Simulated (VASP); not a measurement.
OSZICAR of a VASP run on NiSb (NiAs type):

File OSZICAR:
```
       N       E                     dE             d eps       ncg     rms          rms(c)
DAV:   1     0.147807739582E+03    0.14781E+03   -0.10281E+04   304   0.128E+03
DAV:   2    -0.141307663926E+02   -0.16194E+03   -0.15694E+03   310   0.290E+02
DAV:   3    -0.214743662018E+02   -0.73436E+01   -0.71127E+01   347   0.768E+01
DAV:   4    -0.216624408572E+02   -0.18807E+00   -0.18756E+00   343   0.118E+01
DAV:   5    -0.216691034550E+02   -0.66626E-02   -0.66622E-02   346   0.240E+00    0.128E+01
DAV:   6    -0.248164562264E+02   -0.31474E+01   -0.35630E+01   335   0.107E+02    0.184E+01
DAV:   7    -0.203058591969E+02    0.45106E+01   -0.14547E+01   328   0.749E+01    0.355E+00
DAV:   8    -0.203532720466E+02   -0.47413E-01   -0.15882E+00   403   0.119E+01    0.265E+00
DAV:   9    -0.202973004876E+02    0.55972E-01   -0.24522E-01   347   0.836E+00    0.615E-01
DAV:  10    -0.202978313453E+02   -0.53086E-03   -0.69590E-03   333   0.825E-01    0.501E-01
DAV:  11    -0.202976407759E+02    0.19057E-03   -0.79960E-04   324   0.280E-01    0.157E-01
DAV:  12    -0.202974163949E+02    0.22438E-03   -0.70228E-04   400   0.460E-01    0.671E-02
DAV:  13    -0.202974220014E+02   -0.56066E-05   -0.72026E-05   307   0.626E-02    0.273E-02
DAV:  14    -0.202974230920E+02   -0.10906E-05   -0.39013E-06   316   0.274E-02    0.791E-03
DAV:  15    -0.202974219814E+02    0.11107E-05   -0.13845E-06   158   0.221E-02    0.294E-03
DAV:  16    -0.202974219073E+02    0.74008E-07   -0.36934E-07   152   0.815E-03
   1 F= -.20297422E+02 E0= -.20295755E+02  d E =-.499973E-02
```

Question: Which electronic solver shows in the log?

Answer: It is blocked Davidson (ALGO = Normal, or the opening steps of other solvers). The INCAR had ALGO = Normal.

Question: How was spin treated?

Answer: Without spin polarisation: there is no mag entry.

Question: Can the final energy be trusted as converged?

Answer: The run converged. It stopped with EDIFF = 1E-6, NELM = 100 (PBE GGA, plane waves, VASP's PBE PAW potentials (set 64)).

The compound is NiSb in the NiAs type structure. The cell was not relaxed at this level. The k-mesh is coarse (spacing up to 0.45 per Å, 2π included), so the numbers may not be converged in it. The run is one of a series of settings (KPOINTS 4×4×3 Γ-centred mesh against the base run), some of them coarse on purpose. The run is not spin-polarised, so no magnetic state was tried.
